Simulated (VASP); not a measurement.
Wanted: the native input for a VASP 6.6.1 run.

```
Task                   : single point
Functional             : PBE
Potentials or basis    : VASP PAW PBE potentials, release 64 (Hg, H, Br)
Cutoff                 : 520 eV
k mesh                 : 3 × 3 × 6
Occupations            : gaussian, width 0.1 eV
Spin                   : no spin polarisation
Dipole correction      : no
Further INCAR settings : ALGO = Normal; EDIFF = 1e-06; NBANDS = 26
```

The structure of Hg2H3Br lies in POSCAR:

```
Hg2H3Br
1.0
    5.8641723800      0.0000000000      0.0000000000
   -2.9320861900      5.0785222500      0.0000000000
    0.0000000000      0.0000000000      3.5397091400
Hg H Br
2 3 1
Direct
    0.3333333300      0.6666666700      0.0000000000
    0.6666666700      0.3333333300      0.0000000000
    0.5000000000      0.0000000000      0.5000000000
    0.5000000000      0.5000000000      0.5000000000
    0.0000000000      0.5000000000      0.5000000000
    0.0000000000      0.0000000000      0.0000000000
```

The cell was built by a generator and needn't be a form met in nature.

The cell isn't the ideal one: species swapped into the YCo3B2 type (P6/mmm, No. 191).

These files were run (other wordings do the same):

INCAR

```
SYSTEM = Hg2H3Br
  ALGO = Normal
  EDIFF = 1E-6
  ENCUT = 520
  GGA = PE
  ISIF = 2
  ISMEAR = 0
  LASPH = .True.
  LCHARG = .False.
  LREAL = .False.
  LWAVE = .False.
  NBANDS = 26
  NELM = 60
  PREC = Accurate
  SIGMA = 0.1
```

KPOINTS

```
k-points
0
Gamma
  3 3 6
  0 0 0
```

Potentials or basis: VASP PAW PBE potentials, release 64 (Hg, H, Br).

Launch:

```bash
$ cat potpaw_PBE.64/Hg/POTCAR potpaw_PBE.64/H/POTCAR potpaw_PBE.64/Br/POTCAR > POTCAR
$ mpirun -np 1 vasp_std > vasp.out
```

Results of the run:

```json
{
 "Pressure": "-6.7 GPa",
 "Band gap on the k mesh": "none (metal or under the smearing width)"
}
```

Caveat: the k mesh is coarse (spacing up to 0.41 Å⁻¹), so the values aren't converged.

Run time: 26 s on 1 thread of Intel(R) Xeon(R) 6975P-C (Granite Rapids), with other jobs on the host, peak memory 0.25 GiB.
